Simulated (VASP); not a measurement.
Al3Si2F:

```
Al Si F
1.0
    -2.20747    2.09348    6.00259
     2.01003   -1.98495    5.89504
     4.55742    4.11237  -11.92889
Al Si F
6 4 2
Cartesian
  -0.0604 2.0631 2.9444
  2.2126 4.2359 -2.9062
  2.1084 0.1729 5.6310
  4.3760 2.1536 -0.3105
  2.1103 0.0653 0.2079
  4.4239 2.1310 -5.7891
  -0.0696 0.0590 7.4751
  2.1500 2.1176 1.5827
  -0.0600 0.0377 4.3078
  2.2008 2.0439 -1.6382
  0.0048 0.0465 0.0686
  2.2751 2.0797 -5.9411
```

The cell was built by a generator and needn't be a form met in nature.

- Program: VASP 6.6.1
- Task: relaxation of cell and atoms
- Functional: PBE
- Potentials or basis: VASP PAW PBE potentials, release 64 (Al, Si, F)
- Cutoff: 520 eV
- k mesh: 6 × 6 × 6
- Occupations: gaussian, width 0.15 eV
- Spin: no spin polarisation

At the start: pressure 2.2 GPa; volume 17.63 Å³/atom.

Where does the relaxation end?

Over 51 steps the energy falls by 76.0 meV/atom and the volume is 18.48 Å³/atom (+4.8 %); space group P2_1 (No. 4, to 0.05 Å).

The path:
```tsv
step	energy change (eV)	largest force (eV/Å)	pressure (GPa)	volume (Å³)
1	0.0000	1.1209	2.17	211.60
3	-0.2536	0.4075	-1.33	220.70
5	-0.3082	0.1962	0.19	216.14
7	-0.3213	0.1580	-0.05	216.87
9	-0.3302	0.1248	-0.02	216.80
11	-0.3431	0.1641	0.04	217.11
13	-0.3436	0.3769	0.37	218.09
15	-0.3668	0.2209	0.03	218.11
17	-0.3755	0.8628	-0.32	222.56
19	-0.4091	0.4348	-0.21	220.72
21	-0.4863	0.5097	-0.31	222.46
23	-0.5690	0.2782	-0.12	221.42
25	-0.6322	0.3387	0.10	220.65
27	-0.7541	0.2871	-0.31	221.21
29	-0.7981	0.2254	0.51	219.09
31	-0.8238	0.1660	-0.06	221.16
33	-0.8434	0.2062	-0.11	221.76
35	-0.8490	0.3224	0.06	221.69
37	-0.8713	0.2489	-0.22	222.25
39	-0.8852	0.1662	0.45	220.37
41	-0.8966	0.1526	-0.25	222.49
43	-0.9056	0.0980	0.10	221.80
45	-0.9089	0.0841	-0.08	222.30
47	-0.9109	0.0535	0.01	221.99
49	-0.9118	0.0509	-0.03	222.00
51	-0.9124	0.0228	0.05	221.78
```

Final structure:
```cif
data_structure
_symmetry_space_group_name_H-M 'P 1'
_symmetry_Int_Tables_number 1
_cell_length_a 7.5402
_cell_length_b 6.4354
_cell_length_c 13.8610
_cell_angle_alpha 143.193
_cell_angle_beta 146.224
_cell_angle_gamma 51.791
_cell_volume 221.78
loop_
_atom_site_label
_atom_site_type_symbol
_atom_site_fract_x
_atom_site_fract_y
_atom_site_fract_z
_atom_site_occupancy
Al1 Al 0.73065 0.22464 0.22900 1
Al2 Al 0.72953 0.22862 0.72969 1
Al3 Al 0.52426 0.03066 0.32193 1
Al4 Al 0.52226 0.02797 0.82159 1
Al5 Al 0.12111 0.60853 0.32053 1
Al6 Al 0.11953 0.60697 0.82044 1
Si1 Si 0.65996 0.56822 0.97468 1
Si2 Si 0.66308 0.57152 0.47658 1
Si3 Si 0.29244 0.37894 0.97788 1
Si4 Si 0.29116 0.37679 0.47543 1
F1 F 0.94056 0.93624 0.94013 1
F2 F 0.94272 0.93907 0.44019 1
```
